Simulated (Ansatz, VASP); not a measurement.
## Two plane-wave programs on BiB

```
B Bi
1.0
     0.00000    2.74487    2.74487
     2.74487    0.00000    2.74487
     2.74487    2.74487    0.00000
B Bi
1 1
Cartesian
  0.0000 0.0000 0.0000
  1.3724 1.3724 1.3724
```

The cell was built by a generator and needn't be a form met in nature.

Alike in both runs: task single point; functional HSE06; k mesh 4 × 4 × 4; no spin polarisation.

```csv
,VASP,Ansatz
version,VASP 6.6.1,Ansatz 0.2.0
potentials or method,"VASP PAW PBE potentials, release 64 (B, Bi_d)","plane waves, PAW"
plane-wave cutoff (eV),520,420
occupations,"gaussian, width 0.01 eV",fixed
valence electrons in the cell,18,18
```

|  | VASP | Ansatz | Ansatz less VASP |
| --- | --- | --- | --- |
| gap on the k mesh at the Fermi level (eV) | 0.99 | 1.00 | +0.009 |
| pressure (GPa) | -1.9 | -1.9 | +0.04 |

Ansatz warned: «stress_exchange_threshold_loose».

Caveats: the k mesh is coarse (spacing up to 0.50 Å⁻¹), so the values aren't converged, least of all with exact exchange; the PAW data sets were made with another functional, which shifts forces and pressure a little (VASP); spin-orbit coupling is left out, which as a rule narrows the gap of such compounds by several tenths of an eV. A k mesh can miss the band edges.
